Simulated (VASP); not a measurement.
**La2Cu2C: single point with r2SCAN**

Crystal: La2Cu2C.

```
C Cu La
1.0
     7.37992    0.00000    0.00000
     0.00000    7.37992    0.00000
     0.00000    0.00000    3.78164
C Cu La
2 4 4
Direct
  0.00000 0.00000 0.00000
  0.50000 0.50000 0.00000
  0.38273 0.88273 0.00000
  0.11727 0.38273 0.00000
  0.61727 0.11727 0.00000
  0.88273 0.61727 0.00000
  0.17838 0.67838 0.50000
  0.32162 0.17838 0.50000
  0.82162 0.32162 0.50000
  0.67838 0.82162 0.50000
```

The cell was built by a generator and needn't be a form met in nature.

| Quantity | Value |
| --- | --- |
| Program | VASP 6.6.1 |
| Task | single point |
| Functional | r2SCAN |
| Potentials or basis | VASP PAW PBE potentials, release 64 (C, Cu, La) |
| Cutoff | 520 eV |
| k mesh | 3 × 3 × 5 |
| Occupations | fermi-dirac, width 0.1 eV |
| Spin | no spin polarisation |
| Dipole correction | no |
| Further INCAR settings | ALGO = Normal; EDIFF = 1e-06; NBANDS = 59 |

The pressure is -0.3 GPa and the largest force is 0.837 eV/Å. The band gap on the k mesh is none (metal or under the smearing width).

Forces on the atoms (eV/Å):
```
C    0.000  0.000  0.000
C    0.000  0.000  0.000
Cu  -0.047 -0.047  0.000
Cu   0.047 -0.047  0.000
Cu   0.047  0.047  0.000
Cu  -0.047  0.047  0.000
La   0.592  0.592  0.000
La  -0.592  0.592  0.000
La  -0.592 -0.592  0.000
La   0.592 -0.592  0.000
```

Stress tensor (GPa, compression positive):
```
-1.78  0.00  0.00
 0.00 -1.78  0.00
 0.00  0.00  2.68
```

Levels at points of the mesh, in eV from the Fermi level:
| k point | band 45 | band 46 | band 47 | band 48 | band 49 | band 50 | band 51 | band 52 |
| --- | --- | --- | --- | --- | --- | --- | --- | --- |
| (0.00, 0.00, 0.00) | -0.26 | 0.14 | 0.29 | 0.43 | 0.51 | 0.51 | 0.54 | 0.55 |

Wall time 9.6 min on 1 thread of Intel(R) Xeon(R) Platinum 8375C CPU @ 2.90GHz (Ice Lake) (shared host), peak memory 0.37 GiB.

Caveat: the PAW data sets were made with another functional, which shifts forces and pressure a little. The run has no spin-orbit coupling, so splittings on La are missing.
